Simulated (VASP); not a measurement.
An input for Quantum ESPRESSO's pw.x (written as the equivalent of a VASP run, and not itself run):

```
&CONTROL
  calculation = 'vc-relax'
  pseudo_dir = './pseudo'
  outdir = './out'
  tprnfor = .true.
  tstress = .true.
  nstep = 60
  forc_conv_thr = 0.00078
/
&SYSTEM
  ibrav = 0
  nat = 4
  ntyp = 2
  ecutwfc = 86
  occupations = 'smearing'
  smearing = 'gaussian'
  degauss = 0.003675
  input_dft = 'pbe'
/
&ELECTRONS
  conv_thr = 7.3e-08
  electron_maxstep = 100
/
&IONS
/
&CELL
  cell_dofree = 'shape'
/
ATOMIC_SPECIES
  Ge 72.630 Ge.upf
  Se 78.971 Se.upf
CELL_PARAMETERS angstrom
     3.9753085    0.0000000    0.0000000
     0.0000000    4.3315703    0.0000000
     0.0000000    0.0000000   19.1195096
ATOMIC_POSITIONS crystal
  Ge   0.7500000  0.8884383  0.5632799
  Ge   0.2500000  0.3884383  0.4367201
  Se   0.2500000  0.4861617  0.5677730
  Se   0.7500000  0.9861617  0.4322270
K_POINTS automatic
  5 5 1 0 0 0
```

**Question.** Translate this input to VASP (INCAR, KPOINTS, POSCAR, choice of POTCAR).

**Answer.** One answer among several that fit: 
**INCAR**
```
ALGO  =  Normal
EDIFF  =  1E-6
EDIFFG  =  -0.02
ENCUT  =  400
GGA  =  PE
IBRION  =  2
ISIF  =  4
ISMEAR  =  0
LASPH  =  T
LCHARG  =  F
LMAXMIX  =  4
LREAL  =  F
LWAVE  =  F
NELM  =  100
NSW  =  60
PREC  =  Accurate
SIGMA  =  0.05
SYSTEM  =  GeSe
```

### KPOINTS
```
Automatic
0
Gamma
  5 5 1
0 0 0
```

### POSCAR
```
GeSe
1
    3.9753084713     0.0000000000     0.0000000000
    0.0000000000     4.3315702820     0.0000000000
    0.0000000000     0.0000000000    19.1195096465
Ge Se
2 2
Direct
  0.7500000000   0.8884382933   0.5632798523
  0.2500000000   0.3884382933   0.4367201477
  0.2500000000   0.4861617067   0.5677729540
  0.7500000000   0.9861617067   0.4322270460
```

POTCAR, in this order: Ge_d Se (PBE.64 set). Program: vasp_std.

Limits of the translation: the potentials are each code's own (VASP's PAW set, PseudoDojo norm-conserving files in pw.x), so ENCUT and ecutwfc are chosen apart and not converted; conv_thr bounds pw.x's estimated SCF error, while EDIFF bounds the energy change between steps; forc_conv_thr acts on force components and is met together with etot_conv_thr.

The cell is a sheet with vacuum, built from a generated structure.
